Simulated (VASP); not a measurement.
# G0W0 gap of SnO2 (Cassiterite) against strain

Wanted: the deformation potential of the gap of SnO2 (Cassiterite), from G0W0. The cell is of the rutile type, one of the forms listed for this formula, which need not be the common one. The start is a cell from a database of measured crystal structures.

Calculated with VASP 6.6.1; PBE; plane waves and PAW (Sn_d, O), in the first sound run; inputs show where later runs differ.

## 1. Set-up

It takes space group P4_2/mnm (No. 136, tetragonal). Conventional cell: a = 4.738 Å, b = 4.738 Å, c = 3.187 Å, α = 90.00°, β = 90.00°, γ = 90.00°. Sn has 6 O at 2.05 to 2.06 Å nearest. Nearest to O lie 3 Sn at 2.05 to 2.06 Å. Farther neighbours and most contacts between anions are not listed.

Coordinates:

```xyz
6
Lattice="4.7380 0.0000 0.0000 0.0000 4.7380 0.0000 0.0000 0.0000 3.1865" Properties=species:S:1:pos:R:3 pbc="T T T"
Sn    2.3690    2.3690    1.5933
Sn    0.0000    0.0000    0.0000
O     3.8240    0.9140    1.5933
O     3.2830    3.2830    0.0000
O     0.9140    3.8240    1.5933
O     1.4550    1.4550    0.0000
```

## 2. Relaxation

The atoms are relaxed first inside the given cell, which is kept (ISIF = 2), since band edges depend on the positions.

The input, INCAR:

```
SYSTEM = SnO2
PREC = Accurate
ENCUT = 520
EDIFF = 1E-06
NELM = 100
ISMEAR = 0
SIGMA = 0.05
LREAL = .FALSE.
ALGO = Normal
GGA = PE
NBANDS = 32
LWAVE = .FALSE.
LCHARG = .FALSE.
KPAR = 8
IBRION = 2
NSW = 60
ISIF = 2
EDIFFG = -0.01
```

The input, POSCAR:

```
SnO2
1.0
    4.7380000000      0.0000000000      0.0000000000
    0.0000000000      4.7380000000      0.0000000000
    0.0000000000      0.0000000000      3.1865000000
Sn O
2 4
Direct
    0.5000000000      0.5000000000      0.5000000000
    0.0000000000      0.0000000000      0.0000000000
    0.8071000000      0.1929000000      0.5000000000
    0.6929000000      0.6929000000      0.0000000000
    0.1929000000      0.8071000000      0.5000000000
    0.3071000000      0.3071000000      0.0000000000
```

The input, KPOINTS:

```
Automatic mesh
0
Gamma
5 5 6
0 0 0
```

PAW data sets: Sn_d and O (PBE family, release 64).

Launch:

```sh
$ mpirun -np 8 vasp_std
```

The log of the run:

```text
[banner, memory and clock lines left out]
running    8 mpi-ranks, on    1 nodes
 distrk:  each k-point on    1 cores,    8 groups
 distr:  one band on    1 cores,    1 groups

 POSCAR found type information on POSCAR SnO
 POSCAR found :  2 types and       6 ions
|                                                                             |
|           W    W    AA    RRRRR   N    N  II  N    N   GGGG   !!!           |
|           W    W   A  A   R    R  NN   N  II  NN   N  G    G  !!!           |
|           W    W  A    A  R    R  N N  N  II  N N  N  G       !!!           |
|           W WW W  AAAAAA  RRRRR   N  N N  II  N  N N  G  GGG   !            |
|           WW  WW  A    A  R   R   N   NN  II  N   NN  G    G                |
|           W    W  A    A  R    R  N    N  II  N    N   GGGG   !!!           |
|                                                                             |
|     For optimal performance we recommend to set                             |
|       NCORE = 2 up to number-of-cores-per-socket                            |
|     NCORE specifies how many cores store one orbital (NPAR=cpu/NCORE).      |
|     This setting can greatly improve the performance of VASP for DFT.       |
|     The default, NCORE=1 might be grossly inefficient on modern             |
|     multi-core architectures or massively parallel machines. Do your        |
|     Unfortunately you need to use the default for GW and RPA                |
|     calculations (for HF NCORE is supported but not extensively tested      |
|     yet).                                                                   |
|                                                                             |

 LDA part: xc-table for (Slater+PW92), standard interpolation
 POSCAR, INCAR and KPOINTS ok, starting setup
 FFT: planning ... GRIDC
 FFT: planning ... GRID_SOFT
 FFT: planning ... GRID
 WAVECAR not read
 entering main loop
       N       E                     dE             d eps       ncg     rms          rms(c)
DAV:   1     0.653108359265E+03    0.65311E+03   -0.26285E+04  1672   0.255E+03
DAV:   2     0.557041837578E+02   -0.59740E+03   -0.57113E+03  1736   0.679E+02
DAV:   3    -0.385432115475E+02   -0.94247E+02   -0.92129E+02  1760   0.221E+02
DAV:   4    -0.432762301508E+02   -0.47330E+01   -0.47128E+01  1872   0.547E+01
DAV:   5    -0.434152410061E+02   -0.13901E+00   -0.13896E+00  1904   0.967E+00    0.161E+01
DAV:   6    -0.370486122996E+02    0.63666E+01   -0.22689E+01  2480   0.695E+01    0.604E+00
DAV:   7    -0.371818239662E+02   -0.13321E+00   -0.22148E+00  1800   0.853E+00    0.329E+00
DAV:   8    -0.371637230320E+02    0.18101E-01   -0.24817E-01  2160   0.535E+00    0.749E-01
DAV:   9    -0.371520520349E+02    0.11671E-01   -0.66173E-02  2440   0.392E+00    0.140E-01
DAV:  10    -0.371526882443E+02   -0.63621E-03   -0.48218E-03  1992   0.579E-01    0.546E-02
DAV:  11    -0.371528223026E+02   -0.13406E-03   -0.26390E-04  2088   0.135E-01    0.165E-02
DAV:  12    -0.371528255131E+02   -0.32105E-05   -0.24496E-05  2104   0.444E-02    0.128E-02
DAV:  13    -0.371528223539E+02    0.31592E-05   -0.12307E-05  1968   0.498E-02    0.171E-03
DAV:  14    -0.371528220915E+02    0.26243E-06   -0.14482E-06  1312   0.901E-03
   1 F= -.37152822E+02 E0= -.37152822E+02  d E =-.371528E+02
 curvature:   0.00 expect dE= 0.000E+00 dE for cont linesearch  0.000E+00
 trial: gam= 0.00000 g(F)=  0.165E-01 g(S)=  0.000E+00 ort = 0.000E+00 (trialstep = 0.100E+01)
 search vector abs. value=  0.165E-01
 bond charge predicted
       N       E                     dE             d eps       ncg     rms          rms(c)
DAV:   1    -0.371490920957E+02    0.37303E-02   -0.43694E+00  1704   0.119E+01    0.445E-01
DAV:   2    -0.371604321000E+02   -0.11340E-01   -0.12380E-01  1888   0.231E+00    0.185E-01
DAV:   3    -0.371598280181E+02    0.60408E-03   -0.18386E-03  1920   0.350E-01    0.113E-01
DAV:   4    -0.371595081853E+02    0.31983E-03   -0.10756E-03  2280   0.294E-01    0.196E-02
DAV:   5    -0.371595409786E+02   -0.32793E-04   -0.32882E-04  1728   0.117E-01    0.143E-02
DAV:   6    -0.371595412708E+02   -0.29222E-06   -0.41153E-06  1816   0.212E-02
   2 F= -.37159541E+02 E0= -.37159541E+02  d E =-.671918E-02
 trial-energy change:   -0.006719  1 .order   -0.006735   -0.016502    0.003032
 step:   0.8448(harm=  0.8448)  dis= 0.00843  next Energy=   -37.159792 (dE=-0.697E-02)
 bond charge predicted
       N       E                     dE             d eps       ncg     rms          rms(c)
DAV:   1    -0.371595250843E+02    0.15894E-04   -0.10483E-01  1712   0.185E+00    0.685E-02
DAV:   2    -0.371597929611E+02   -0.26788E-03   -0.29145E-03  1888   0.355E-01    0.287E-02
DAV:   3    -0.371597786821E+02    0.14279E-04   -0.42657E-05  1840   0.519E-02    0.175E-02
DAV:   4    -0.371597713289E+02    0.73532E-05   -0.24894E-05  1832   0.456E-02    0.304E-03
DAV:   5    -0.371597721107E+02   -0.78177E-06   -0.83336E-06  1720   0.197E-02
   3 F= -.37159772E+02 E0= -.37159772E+02  d E =-.695002E-02
 curvature:  -0.42 expect dE=-0.278E-08 dE for cont linesearch -0.278E-08
 trial: gam=-0.00063 g(F)=  0.658E-08 g(S)=  0.000E+00 ort = 0.104E-04 (trialstep = 0.969E+00)
 search vector abs. value=  0.100E-09
 reached required accuracy - stopping structural energy minimisation
```

Elapsed: 10 s, on 8 MPI ranks of Intel Xeon 6975P-C (Granite Rapids), shared host; peak memory 1.6 GiB; 73 s of CPU time.

The logs omit lines about the potential files and the build; timing stands in the text.

Parts of OUTCAR (step 2):

```text
ion  position               nearest neighbor table
   1  0.500  0.500  0.500-   4 2.05   6 2.05   4 2.05   6 2.05   5 2.06   3 2.06   2 3.71   2 3.71
                             2 3.71   2 3.71   2 3.71   2 3.71   2 3.71   2 3.71
   2  0.000  0.000  0.000-   3 2.05   5 2.05   3 2.05   5 2.05   4 2.06   6 2.06   1 3.71   1 3.71
                             1 3.71   1 3.71   1 3.71   1 3.71   1 3.71   1 3.71
   3  0.807  0.193  0.500-   2 2.05   2 2.05   1 2.06
   4  0.693  0.693  0.000-   1 2.05   1 2.05   2 2.06
   5  0.193  0.807  0.500-   2 2.05   2 2.05   1 2.06
   6  0.307  0.307  0.000-   1 2.05   1 2.05   2 2.06

  LATTYP: Found a simple tetragonal cell.
 ALAT       =     4.7380000000
 C/A-ratio  =     0.6725411566

 Subroutine GETGRP returns: Found 16 space group operations
 (whereof  8 operations were pure point group operations)

The static configuration has the point symmetry D_2h.
 The point group associated with its full space group is D_4h.

 Found     24 irreducible k-points:

   k-points           NKPTS =     24   k-points in BZ     NKDIM =     24   number of bands    NBANDS=     32

   dimension x,y,z NGX =    36 NGY =   36 NGZ =   24
   dimension x,y,z NGXF=    72 NGYF=   72 NGZF=   48

   ENCUT  =  520.0 eV  38.22 Ry    6.18 a.u.   8.81  8.81  5.92*2*pi/ulx,y,z

   NELECT =      52.0000    total number of electrons

 k-points in reciprocal lattice and weights: Automatic mesh
   0.00000000  0.00000000  0.00000000       0.007
   0.20000000  0.00000000  0.00000000       0.027
   0.40000000  0.00000000  0.00000000       0.027
   0.20000000  0.20000000  0.00000000       0.027
   0.40000000  0.20000000  0.00000000       0.053
   0.40000000  0.40000000  0.00000000       0.027
   0.00000000  0.00000000  0.16666667       0.013
   0.20000000  0.00000000  0.16666667       0.053
   0.40000000  0.00000000  0.16666667       0.053
[...]
0.40000000  0.20000000  0.50000000       0.053
   0.40000000  0.40000000  0.50000000       0.027

 average (electrostatic) potential at core
       1 -99.3014       2 -99.3014       3 -67.8013       4 -67.8013       5 -67.8013
       6 -67.8013

 E-fermi :   6.3868

 k-point     1 :       0.0000    0.0000    0.0000
  band No.  band energies     occupation
    ...
     22       4.9050      2.00000
     23       4.9050      2.00000
     24       5.3667      2.00000
     25       5.3667      2.00000
     26       6.1602      2.00000
     27       7.3820      0.00000
     28      12.3560      0.00000
     29      12.4730      0.00000
     30      12.4730      0.00000
     31      16.5725      0.00000
    ...

 k-point     2 :       0.2000    0.0000    0.0000
  band No.  band energies     occupation
    ...
     22       4.6630      2.00000
     23       4.9150      2.00000
     24       4.9361      2.00000
     25       5.3954      2.00000
     26       5.9639      2.00000
     27       8.3104      0.00000
     28      12.0065      0.00000
     29      12.6578      0.00000
     30      12.8325      0.00000
     31      16.9186      0.00000
    ...

 k-point     3 :       0.4000    0.0000    0.0000
  band No.  band energies     occupation
    ...
     22       4.4115      2.00000
     23       4.9382      2.00000
     24       4.9542      2.00000
     25       5.4687      2.00000
     26       5.6214      2.00000
     27       9.8551      0.00000
     28      11.2046      0.00000
     29      13.1161      0.00000
     30      13.2391      0.00000
     31      17.1569      0.00000
    ...

  Total        4.7018449      4.7018449      5.8175561      0.0000000      0.0000000      0.0000000
  in kB      105.3112683    105.3112683    130.3008131      0.0000000      0.0000000      0.0000000
  external PRESSURE =     113.6411166 kB  Pullay stress =       0.0000000 kB

  energy-cutoff  :      520.00
  volume of cell :       71.53
      direct lattice vectors                 reciprocal lattice vectors
     4.738000000  0.000000000  0.000000000     0.211059519  0.000000000  0.000000000
     0.000000000  4.738000000  0.000000000     0.000000000  0.211059519  0.000000000
     0.000000000  0.000000000  3.186500000     0.000000000  0.000000000  0.313823945

 POSITION                                       TOTAL-FORCE (eV/Angst)
 -----------------------------------------------------------------------------------
      2.36900      2.36900      1.59325         0.000000      0.000000      0.000000
      0.00000      0.00000      0.00000         0.000000      0.000000      0.000000
      3.81561      0.92239      1.59325        -0.000131      0.000131      0.000000
      3.29139      3.29139      0.00000         0.000131      0.000131      0.000000
      0.92239      3.81561      1.59325         0.000131     -0.000131      0.000000
      1.44661      1.44661      0.00000        -0.000131     -0.000131      0.000000
 -----------------------------------------------------------------------------------
    total drift:                                0.000000      0.000000      0.000000

  FREE ENERGIE OF THE ION-ELECTRON SYSTEM (eV)
  ---------------------------------------------------
  free  energy   TOTEN  =       -37.1597721107 eV

  energy  without entropy=      -37.1597721107  energy(sigma->0) =      -37.15977211

 reached required accuracy - stopping structural energy minimisation

[... 3 further parts left out ...]
```

CONTCAR:

```
SnO2
   1.00000000000000
     4.7380000000000004    0.0000000000000000    0.0000000000000000
     0.0000000000000000    4.7380000000000004    0.0000000000000000
     0.0000000000000000    0.0000000000000000    3.1865000000000001
  Sn              O
     2     4
Direct
     0.5000000000000000    0.5000000000000000    0.5000000000000000
     0.0000000000000000    0.0000000000000000    0.0000000000000000
     0.8053213668124534    0.1946786331875466    0.5000000000000000
     0.6946786331875466    0.6946786331875466    0.0000000000000000
     0.1946786331875466    0.8053213668124534    0.5000000000000000
     0.3053213668124534    0.3053213668124534    0.0000000000000000
```

The run keeps the 16 symmetry operations of its start, so it cannot find a distortion of lower symmetry.

The steps of the relaxation:

```tsv
step	energy less that of the first step (eV)	largest force (eV/Å)
1	0.0000	0.2924
2	-0.0067	0.0537
3	-0.0069	0.0002
```

The atoms that moved most (Å):

```tsv
atom	dx	dy	dz	length
O4	0.008	0.008	0.000	0.012
O3	-0.008	0.008	0.000	0.012
O6	-0.008	-0.008	0.000	0.012
O5	0.008	-0.008	0.000	0.012
```

The relaxed structure:

```xyz
6
Lattice="4.7380 0.0000 0.0000 0.0000 4.7380 0.0000 0.0000 0.0000 3.1865" Properties=species:S:1:pos:R:3 pbc="T T T"
Sn    2.3690    2.3690    1.5933
Sn    0.0000    0.0000    0.0000
O     3.8156    0.9224    1.5933
O     3.2914    3.2914    0.0000
O     0.9224    3.8156    1.5933
O     1.4466    1.4466    0.0000
```

This step gave:

```yaml
free_energy_toten: -37.16 eV
fermi_energy: 6.387 eV
pressure: 11.36 GPa
```

At PBE, with these data sets, the largest force is down to 1.8e-4 eV/Å.

[end of part 1 of 5]

[Lines on the potential files, build, host, timing and source positions are cut from VASP's logs without a mark.]

[Logs are printed without paths, hosts, clocks, repeated set-up lines and the standing remarks that a program may print on its own settings, such as how far it seeks lower states.]

[Hosts, paths, dates, database ids (printed as entryN), source tags and the programs' standing remarks are cut or masked in the printed files.]

[Pressures printed for these runs are not shown converged in the cutoff: they can be off by several GPa and have the wrong sign.]

[In band tables of VASP the shares of atoms and orbitals are scaled to a sum of 1 inside the atoms' spheres.]
